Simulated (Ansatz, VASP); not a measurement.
# Cross-check of Al between VASP and Ansatz

Wanted: the spread between two codes on one cell, functional and k mesh. Of the first pair: The structure shown is the start of the Ansatz relaxation below; VASP solves that cell, so the two are compared at the walk's first step.

Program: Ansatz 0.2.0. Level of theory: plane waves, with VASP 6.6.1 beside it; single point at PBEsol. Results are calculated unless marked as measured.

### Step 1. Set-up

The cell holds 4 atoms: 4 Al. Its edges and angles: a = 2.864 Å, b = 2.864 Å, c = 21.015 Å, α = 90.0°, β = 90.0°, γ = 60.0°. It derives from Al. As first built, before any earlier steps moved the atoms (in the runner's words): stoichiometric True; symmetric True; series ['metal Al111', 4, 'layers']. Vacuum lies along c.

### Step 2. Ansatz: relaxation, PBEsol

Ansatz runs on its PAW soft_1 files.

The two programs are compared at the cell with which this relaxation starts, whose forces are those of its first step.

Input file input.yaml:

```yaml
crystal:
  lattice:
    - [2.8637824638, 0.0, 0.0]
    - [1.4318912319, 2.4801083646, 0.0]
    - [0.0, 0.0, 21.0148057707]
  atoms:
    - { symbol: Al, position: [0.0, 0.0, 0.666901513] }
    - { symbol: Al, position: [0.666666667, 0.666666667, 0.555633838] }
    - { symbol: Al, position: [0.333333333, 0.333333333, 0.444366162] }
    - { symbol: Al, position: [0.0, 0.0, 0.333098487] }
kpoints:
  mp_grid: { grid: [12, 12, 1] }
scf:
  occupations: { method: fermi_dirac, width: 0.05 }
  n_extra_bands: 8
hamiltonian:
  xc: pbesol
  pseudopotentials: { kind: paw, azcp: { folder: soft_1 }, xc_functional: pbe }
output:
  forces: true
  write_potential: true
  volumetric_format: []
relax:
  f_tol: 0.03
  max_steps: 45
  constraints: [{ sites: [1, 2] }]
```

On the command line:

```bash
$ ansatz run input.yaml --threads 4 --pin off --max-ram 11264MiB --backend cpu --events-out ev --progress --plain --runs-dir out
```

Numbers of over 12 decimals in the logs are rounded to 6 here.

The program printed:

```text
scf.n_extra_bands = 8 over 6 filled bands (N_el = 12.0): the run solves 14 bands
Engine: ansatz 0.2.0, aarch64-unknown-linux-gnu
Pseudopotentials: kind: paw
Pseudopotential: Al, paw, valence charge 3, recommended cutoff 420 eV (normal), soft_1/Al.paw.azcp
Functional definition: PBEsol
  exchange = pbesol_x
  correlation = pbesol_c
Crystal: 4 atoms, lattice volume = 149.257 Å³
Basis set: ecut = 420 eV, 2951 PW (Γ), exchange–correlation on 40×40×288 points (8 copies of the dense FFT grid, shifted against one another)
Bands: 14, of which v1, the nominal top of the filled ones, is band 6 counted from 1 (5 counted from 0)
Symmetry: 12 space group operations
Space group: P-3m1 (ITA 164), of the structure as read, at distance tolerance 5.3e-5 Å
k-points: 19 of 144
Non-local potential: Al, projectors of the file, l = 0: 2, l = 1: 2, l = 2: 1
PAW form: soft (Blöchl's): semilocal exchange-correlation on the pseudo side does not see the compensation charge
PAW frozen core: Al, regenerated for the run's functional, and the local potential with it (the file was generated under x = pbe(κ = 0.804, μ = 0.219515), c = pbe(β = 0.066725))
PAW one-centre angular grid: Al, 110 points (default); XC on 64 Gauss nodes
Initial density: superposition of atomic densities (neutral atoms: chi_scale 0, normalization atom)
Initial wavefunctions: pseudopotential atomic-orbital guess
Functional: x = pbesol(κ = 0.804, μ = 0.123457), c = pbesol(β = 0.046)
SCF iter   1: F=—  HF=-2097.978603 eV  |F-HF|=—  |Δ(HF+E_count)|=         —  Δρ=1.91e-2  dr2=4.46e0  ethr=3.10e-3  ⟨swp⟩=9.7  Hψ=2479  notcnv=0  defer=5
preconditioner: auto → LDOS  [metal: Δε(μ)=0.104 eV  Ē_g=8.269 eV  σ=0.050 eV  W_gap=0.46  n_scr=10 (ndim 8)  ℏωp=10.5 eV  f_vac=0.410  D(μ)=1.91/eV (n_scr^D=10)  β→1.0]
SCF iter   2: F=—  HF=-2097.306149 eV  |F-HF|=—  |Δ(HF+E_count)|=   6.72e-1  Δρ=7.21e-3  dr2=1.14e-1  ethr=3.10e-3  ⟨swp⟩=3.2  Hψ=622  notcnv=0  defer=34
SCF iter   3: F=—  HF=-2097.309337 eV  |F-HF|=—  |Δ(HF+E_count)|=   3.19e-3  Δρ=1.93e-3  dr2=3.75e-2  ethr=9.53e-4  ⟨swp⟩=2.4  Hψ=424  notcnv=0  defer=34
SCF iter   4: F=—  HF=-2097.302883 eV  |F-HF|=—  |Δ(HF+E_count)|=   6.45e-3  Δρ=6.45e-4  dr2=6.14e-3  ethr=3.13e-4  ⟨swp⟩=2.6  Hψ=428  notcnv=0  defer=33
SCF iter   5: F=—  HF=-2097.302147 eV  |F-HF|=—  |Δ(HF+E_count)|=   7.37e-4  Δρ=1.97e-4  dr2=3.56e-4  ethr=5.12e-5  ⟨swp⟩=1.7  Hψ=328  notcnv=0  defer=33
SCF iter   6: F=-2097.302109 eV  HF=-2097.302108 eV  |F-HF|=1.96e-7  |Δ(HF+E_count)|=   3.83e-5  Δρ=3.65e-5  dr2=1.02e-5  ethr=1.88e-7  ⟨swp⟩=11.1  Hψ=1884  notcnv=0
SCF 1 converged in 6 iterations: F = -2097.302109 eV  dr2 = 1.02e-5
  greatest PAW one-centre occupation: 0.465 electrons in one spin orbital (limit 2), on the Al atom at site 3 (counted from 0), in its partial waves of l = 0
relax step   1: F+E_penalty+E_count = -2097.30210866 eV  Δ(F+E_penalty+E_count) = +0.000e0 eV  max|allowed force component| = 6.141e-2 eV/Å  Δτ_max = 0.0000 Å  (6 SCF iters, dr2 threshold 2.25e-5 eV, accepted)
Initial density: handed on by an earlier stage of this run
Initial wavefunctions: those handed on with the density
iter 1 solved again at ethr=6.05e-5 eV; its pass at ethr=3.10e-3 eV (dr2=7.27e-3 eV) is discarded
SCF iter   1: F=—  HF=-2097.304288 eV  |F-HF|=—  |Δ(HF+E_count)|=         —  Δρ=7.59e-4  dr2=7.34e-3  ethr=6.05e-5  ⟨swp⟩=2.5  Hψ=1246  notcnv=0  defer=34
preconditioner: auto → LDOS  [metal: Δε(μ)=0.008 eV  Ē_g=7.940 eV  σ=0.050 eV  W_gap=0.04  n_scr=10 (ndim 8)  ℏωp=10.5 eV  f_vac=0.438  D(μ)=2.23/eV (n_scr^D=10)  β→1.0]
SCF iter   2: F=—  HF=-2097.303374 eV  |F-HF|=—  |Δ(HF+E_count)|=   9.15e-4  Δρ=4.17e-4  dr2=9.16e-4  ethr=6.05e-5  ⟨swp⟩=2.2  Hψ=330  notcnv=0  defer=34
SCF iter   3: F=—  HF=-2097.303326 eV  |F-HF|=—  |Δ(HF+E_count)|=   4.76e-5  Δρ=1.27e-4  dr2=1.38e-4  ethr=7.64e-6  ⟨swp⟩=2.2  Hψ=353  notcnv=0  defer=34
SCF iter   4: F=—  HF=-2097.303309 eV  |F-HF|=—  |Δ(HF+E_count)|=   1.74e-5  Δρ=5.21e-5  dr2=3.09e-5  ethr=1.15e-6  ⟨swp⟩=1.8  Hψ=304  notcnv=0  defer=34
SCF iter   5: F=—  HF=-2097.303328 eV  |F-HF|=—  |Δ(HF+E_count)|=   1.89e-5  Δρ=1.09e-5  dr2=1.39e-6  ethr=2.58e-7  ⟨swp⟩=2.1  Hψ=295  notcnv=0  defer=34
SCF iter   6: F=-2097.303328 eV  HF=-2097.303328 eV  |F-HF|=1.68e-8  |Δ(HF+E_count)|=   1.78e-8  Δρ=1.20e-6  dr2=3.33e-8  ethr=8.33e-10  ⟨swp⟩=8.6  Hψ=1560  notcnv=0
SCF 2 converged in 6 iterations: F = -2097.303328 eV  dr2 = 3.33e-8
relax step   2: F+E_penalty+E_count = -2097.30332766 eV  Δ(F+E_penalty+E_count) = -1.219e-3 eV  max|allowed force component| = 2.272e-2 eV/Å  Δτ_max = 0.0315 Å  (6 SCF iters, accepted)
NSCF: frozen V_eff on 19 k-points
the band table was solved once a step of the walk had ended and its energy, with any forces and stress, was formed, with the checks that follow a solve (3047 applications of the Hamiltonian). They found nothing against the state; the energy, forces and stress were not computed again (output.eigenvalues in the input reference)
WARN: The output density's exchange-correlation potential varies sharply where the density is thin. Do not read a vacuum level from v_tot or v_xc, or from such a field of the output density. On a cell that repeats whose density bears no net charge and no dipole along the vacuum's axis use v_es (v_loc + v_h of the components); under efield.dipole_correction with no amplitude use v_es + v_field, which holds any externa [...]
SCF converged after 6 iterations
Free energy (F): -2097.303328 eV
Harris-Foulkes:  -2097.303328 eV  (|F-HF|=1.68e-8)
Internal energy: -2097.286496 eV  (E = F + TS)
E sigma→0 (E₀):  -2097.294912 eV
Entropy (-TS):   -0.016832 eV (-4.208 meV/atom)
Fermi energy:    1.278570 eV
--- Per-component energies (eV) ---
  E_band       = -34.932813
  E_kinetic    = 86.712118
  E_local      = -1982.528943  (includes V_loc(G=0)·N_el)
  E_nonlocal   = 40.503956
  E_hartree    = 974.259526
  E_xc         = -147.367926
  E_vxc        = -114.421595  (∫ρ·V_xc dr)
  E_paw        = -1826.725494  (= ΣΔE_a)
  E_vpaw       = -13.707760  (= ΣTr[D̂ρ^β])
  E_aug_tail   = -0.000011  (compensation charges beyond the density's cutoff)
  E_ewald      = 757.783722
  E_core_change = 0.076556  (= ΣΔE_core)
  E_smearing   = -0.016832  (= −TS)
  E_closure    = -0.000000  (closes the sum)
  Σ components = -2097.303328   (vs F -2097.303328, Δ=0.00e0)
--- Forces (eV/Å), atoms counted from 1 ---
  atom   1  Al    -0.00000000     0.00000000     0.02271601
  atom   2  Al    -0.00000000     0.00000000    -0.22638959
  atom   3  Al     0.00000000    -0.00000000     0.22638959
  atom   4  Al    -0.00000000    -0.00000000    -0.02271601
  max |Σ_I F_I| component: 1.85e-17 eV/Å
--- Band table (eV; the first three rows and the last of 19) ---
  k-point 0: bands = [... 2 lower, -6.7782, -4.5486, -2.0891, 0.8107, 3.4201, 4.9985, 5.3243, 7.2038, ... 4 higher]
  k-point 1: bands = [... 2 lower, -6.6138, -4.3844, -1.9328, 0.9663, 3.5748, 5.1600, 5.4887, 7.3562, ... 4 higher]
  k-point 2: bands = [... 2 lower, -6.1220, -3.8939, -1.4646, 1.4269, 4.0154, 5.6082, 5.9526, 6.5517, ... 4 higher]
  k-point 18: bands = [... 2 lower, -1.7050, -0.8724, -0.8724, -0.7679, 0.6716, 0.6716, 1.6712, 3.1675, ... 4 higher]
--- Relaxed structure (2 steps of the walk, 2 accepted, 0 SCFs on fresh bases) ---
  F+E_penalty+E_count = -2097.30332766 eV   max|allowed force component| = 2.272e-2 eV/Å
  atoms:
    - { symbol: Al, position: [-8.146857008797714e-19, 0, 0.665402] }
    - { symbol: Al, position: [0.666667, 0.666667, 0.555633838] }
    - { symbol: Al, position: [0.333333, 0.333333, 0.444366] }
    - { symbol: Al, position: [8.146857008797718e-19, 0, 0.334598] }
```

In the SCF lines HF is the Harris–Foulkes energy and dr2 the Hartree energy of the density residual, in eV; the loop may stop once dr2 is under the threshold and the program's other checks hold. Hψ counts applications of the Hamiltonian.

### Step 3. VASP: single point, PBEsol, start cell, pair 1

The same cell, functional, mesh and smearing now go to VASP, with its own data sets.

Lines of VASP's logs that name or quote its potential files are left out, and so is its time.

Input file INCAR:

```
SYSTEM = Al
PREC = Accurate
ENCUT = 400
EDIFF = 1E-06
NELM = 120
ISMEAR = -1
SIGMA = 0.05
LREAL = .FALSE.
ALGO = Normal
GGA = PS
NBANDS = 12
LORBIT = 11
LWAVE = .FALSE.
LCHARG = .FALSE.
ISIF = 2
LASPH = .TRUE.
GGA_COMPAT = .FALSE.
```

Input file POSCAR:

```
Al
1.0
    2.8637824638      0.0000000000      0.0000000000
    1.4318912319      2.4801083646      0.0000000000
    0.0000000000      0.0000000000     21.0148057707
Al
4
Direct
    0.0000000000      0.0000000000      0.6669015188
    0.6666666667      0.6666666667      0.5556338238
    0.3333333333      0.3333333333      0.4443661762
    0.0000000000      0.0000000000      0.3330984812
```

Input file KPOINTS:

```
Automatic mesh
0
Gamma
12 12 1
0 0 0
```

PAW data sets: Al (PBE family, release 64).

On the command line:

```bash
$ mpirun -np 1 vasp_std
```

The program printed:

```text
[banner, memory and clock lines left out]
running    1 mpi-ranks, on    1 nodes
 distrk:  each k-point on    1 cores,    1 groups
 distr:  one band on    1 cores,    1 groups

 POSCAR found type information on POSCAR Al
 POSCAR found :  1 types and       4 ions
|                                                                             |
|               ----> ADVICE to this user running VASP <----                  |
|                                                                             |
|     You enforced a specific xc type in the INCAR file but a different       |
|     [... a line on the potential file left out ...]
|     I HOPE YOU KNOW WHAT YOU ARE DOING!                                     |
|                                                                             |

 LDA part: xc-table for (Slater+PW92), standard interpolation
 POSCAR, INCAR and KPOINTS ok, starting setup
 FFT: planning ... GRIDC
 FFT: planning ... GRID_SOFT
 FFT: planning ... GRID
 WAVECAR not read
 entering main loop
       N       E                     dE             d eps       ncg     rms          rms(c)
DAV:   1     0.164238677652E+02    0.16424E+02   -0.34803E+03   456   0.582E+02
DAV:   2    -0.147754922223E+02   -0.31199E+02   -0.29456E+02   640   0.946E+01
DAV:   3    -0.160825731827E+02   -0.13071E+01   -0.12818E+01   612   0.191E+01
DAV:   4    -0.161239700958E+02   -0.41397E-01   -0.41362E-01   640   0.422E+00
DAV:   5    -0.161264168438E+02   -0.24467E-02   -0.24467E-02   728   0.947E-01    0.304E+00
DAV:   6    -0.155945961635E+02    0.53182E+00   -0.22350E+00   504   0.590E+00    0.174E+00
DAV:   7    -0.155127065863E+02    0.81890E-01   -0.28747E-01   564   0.271E+00    0.972E-01
DAV:   8    -0.154746548426E+02    0.38052E-01   -0.11158E-01   572   0.137E+00    0.257E-01
DAV:   9    -0.154744184397E+02    0.23640E-03   -0.69885E-03   584   0.455E-01    0.166E-01
DAV:  10    -0.154740366622E+02    0.38178E-03   -0.17360E-03   548   0.200E-01    0.638E-02
DAV:  11    -0.154742436913E+02   -0.20703E-03   -0.48352E-04   520   0.906E-02    0.258E-02
DAV:  12    -0.154742776241E+02   -0.33933E-04   -0.30683E-04   524   0.658E-02    0.190E-02
DAV:  13    -0.154744534047E+02   -0.17578E-03   -0.17015E-04   520   0.498E-02    0.985E-03
DAV:  14    -0.154746038192E+02   -0.15041E-03   -0.45177E-05   504   0.299E-02    0.770E-03
DAV:  15    -0.154747889580E+02   -0.18514E-03   -0.13453E-05   540   0.146E-02    0.592E-03
DAV:  16    -0.154748717107E+02   -0.82753E-04   -0.72147E-06   556   0.982E-03    0.262E-03
DAV:  17    -0.154749209968E+02   -0.49286E-04   -0.53716E-06   460   0.577E-03    0.138E-03
DAV:  18    -0.154749335392E+02   -0.12542E-04   -0.11246E-06   468   0.267E-03    0.116E-03
DAV:  19    -0.154749342374E+02   -0.69820E-06   -0.19982E-08   408   0.735E-04
   1 F= -.15474934E+02 E0= -.15467002E+02  d E =-.158651E-01
```

From OUTCAR (step 3):

```text
ion  position               nearest neighbor table
   1  0.000  0.000  0.667-   2 2.86   2 2.86   2 2.86
   2  0.667  0.667  0.556-   3 2.86   3 2.86   3 2.86   1 2.86   1 2.86   1 2.86
   3  0.333  0.333  0.444-   2 2.86   2 2.86   2 2.86   4 2.86   4 2.86   4 2.86
   4  0.000  0.000  0.333-   3 2.86   3 2.86   3 2.86

  LATTYP: Found a hexagonal cell.
 ALAT       =     2.8637824638
 C/A-ratio  =     7.3381292176

 Subroutine GETGRP returns: Found 12 space group operations
 (whereof 12 operations were pure point group operations)

The static configuration has the point symmetry D_3d.

 Found     19 irreducible k-points:

   k-points           NKPTS =     19   k-points in BZ     NKDIM =     19   number of bands    NBANDS=     12

   dimension x,y,z NGX =    20 NGY =   20 NGZ =  140
   dimension x,y,z NGXF=    40 NGYF=   40 NGZF=  280

   ENCUT  =  400.0 eV  29.40 Ry    5.42 a.u.   4.67  4.67 34.27*2*pi/ulx,y,z

   NELECT =      12.0000    total number of electrons

 k-points in reciprocal lattice and weights: Automatic mesh
   0.00000000  0.00000000  0.00000000       0.007
   0.08333333 -0.00000000  0.00000000       0.042
   0.16666667  0.00000000  0.00000000       0.042
   0.25000000  0.00000000  0.00000000       0.042
   0.33333333  0.00000000  0.00000000       0.042
   0.41666667 -0.00000000  0.00000000       0.042
   0.50000000  0.00000000  0.00000000       0.021
   0.16666667  0.08333333  0.00000000       0.042
   0.25000000  0.08333333  0.00000000       0.083
[...]
-0.41666667  0.25000000  0.00000000       0.083
  -0.33333333  0.33333333  0.00000000       0.014

 average (electrostatic) potential at core
       1 -79.0597       2 -78.9700       3 -78.9700       4 -79.0597

 E-fermi :   1.2948

 k-point     1 :       0.0000    0.0000    0.0000
  band No.  band energies     occupation
    ...
      2      -8.4095      2.00000
      3      -6.7597      2.00000
      4      -4.5555      2.00000
      5      -2.0838      2.00000
      6       0.7827      1.99993
      7       3.3869      0.00000
      8       5.0139      0.00000
      9       5.3377      0.00000
     10       7.2032      0.00000
     11       7.2466      0.00000
    ...

 k-point     2 :       0.0833   -0.0000    0.0000
  band No.  band energies     occupation
    ...
      2      -8.2438      2.00000
      3      -6.5951      2.00000
      4      -4.3912      2.00000
      5      -1.9272      2.00000
      6       0.9387      1.99839
      7       3.5419      0.00000
      8       5.1752      0.00000
      9       5.5027      0.00000
     10       7.3583      0.00000
     11       7.3926      0.00000
    ...

 k-point     3 :       0.1667    0.0000    0.0000
  band No.  band energies     occupation
      1      -8.7670      2.00000
      2      -7.7476      2.00000
      3      -6.1028      2.00000
      4      -3.9004      2.00000
      5      -1.4580      2.00000
      6       1.4009      0.21407
      7       3.9863      0.00000
      8       5.6258      0.00000
      9       5.9745      0.00000
     10       6.6263      0.00000
    ...

  Total       -1.9200668     -1.9200668     -0.6893873     -0.0000000     -0.0000000      0.0000000
  in kB      -20.6106104    -20.6106104     -7.4001034     -0.0000000     -0.0000000      0.0000000
  external PRESSURE =     -16.2071081 kB  Pullay stress =       0.0000000 kB

  energy-cutoff  :      400.00
  volume of cell :      149.26
      direct lattice vectors                 reciprocal lattice vectors
     2.863782464  0.000000000  0.000000000     0.349188534 -0.201604094  0.000000000
     1.431891232  2.480108365  0.000000000     0.000000000  0.403208188  0.000000000
     0.000000000  0.000000000 21.014805771     0.000000000  0.000000000  0.047585498

 POSITION                                       TOTAL-FORCE (eV/Angst)
 -----------------------------------------------------------------------------------
      0.00000      0.00000     14.01481        -0.000000     -0.000000     -0.057289
      2.86378      1.65341     11.67654        -0.000000      0.000000     -0.117848
      1.43189      0.82670      9.33827         0.000000     -0.000000      0.117848
      0.00000      0.00000      7.00000        -0.000000      0.000000      0.057289
 -----------------------------------------------------------------------------------
    total drift:                                0.000000      0.000000     -0.000000

  FREE ENERGIE OF THE ION-ELECTRON SYSTEM (eV)
  ---------------------------------------------------
  free  energy   TOTEN  =       -15.4749342374 eV

  energy  without entropy=      -15.4590691439  energy(sigma->0) =      -15.46700169

 total charge
# of ion       s       p       d       tot
------------------------------------------
    1        0.451   0.307   0.000   0.759
    2        0.430   0.339   0.000   0.769
    3        0.430   0.339   0.000   0.769
    4        0.451   0.307   0.000   0.759
--------------------------------------------------
tot          1.764   1.292   0.000   3.056

[... 3 further parts left out ...]
```

### Step 4. Differences

Known differences besides the potentials themselves: the cutoff is 420 eV in Ansatz and 400 eV in VASP; Ansatz makes its cores anew for this functional, VASP keeps those of its PBE data sets. Total energies have different zeros and are not compared.

Forces (eV/Å; atoms numbered as in POSCAR):

| atom | Ansatz x, y, z | VASP x, y, z |
| --- | --- | --- |
| Al1 | 0.000, 0.000, -0.061 | 0.000, 0.000, -0.057 |
| Al2 | 0.000, 0.000, -0.117 | 0.000, 0.000, -0.118 |
| Al3 | 0.000, 0.000, 0.117 | 0.000, 0.000, 0.118 |
| Al4 | 0.000, 0.000, 0.061 | 0.000, 0.000, 0.057 |

The forces differ by 1.7 meV/Å r.m.s., which is 3.2 % of the r.m.s. force of 0.053 eV/Å (both taken over all components). With vacuum in the cell, a pressure given here is an average over mostly empty space and none of the material.

### Step 5. Ansatz: relaxation, PBEsol

This run makes the geometry at which the two programs are then compared.

The structure compared here is the end of the Ansatz relaxation.

input.yaml is that of step 2.

On the command line:

```bash
$ ansatz run input.yaml --threads 4 --pin off --max-ram 11264MiB --backend cpu --events-out ev --progress --plain --runs-dir out
```

The program printed:

```text
[...]
Crystal: 4 atoms, lattice volume = 149.257 Å³
Basis set: ecut = 420 eV, 2951 PW (Γ), exchange–correlation on 40×40×288 points (8 copies of the dense FFT grid, shifted against one another)
Bands: 14, of which v1, the nominal top of the filled ones, is band 6 counted from 1 (5 counted from 0)
Symmetry: 12 space group operations
[...]
k-points: 19 of 144
[...]
--- Relaxed structure (2 steps of the walk, 2 accepted, 0 SCFs on fresh bases) ---
  F+E_penalty+E_count = -2097.30332766 eV   max|allowed force component| = 2.272e-2 eV/Å
  atoms:
    - { symbol: Al, position: [-8.146857008797714e-19, 0, 0.665402] }
    - { symbol: Al, position: [0.666667, 0.666667, 0.555633838] }
    - { symbol: Al, position: [0.333333, 0.333333, 0.444366] }
    - { symbol: Al, position: [8.146857008797718e-19, 0, 0.334598] }
[key lines of the parts left out:]
SCF converged after 6 iterations
Free energy (F): -2097.303328 eV
Fermi energy:    1.278570 eV
```

[end of part 1 of 2]

[Lines on the potential files, build, host, timing and source positions are cut from VASP's logs without a mark.]

[Logs are printed without paths, hosts, clocks, repeated set-up lines and the standing remarks that a program may print on its own settings, such as how far it seeks lower states.]

[Hosts, paths, dates, database ids (printed as entryN), source tags and the programs' standing remarks are cut or masked in the printed files.]
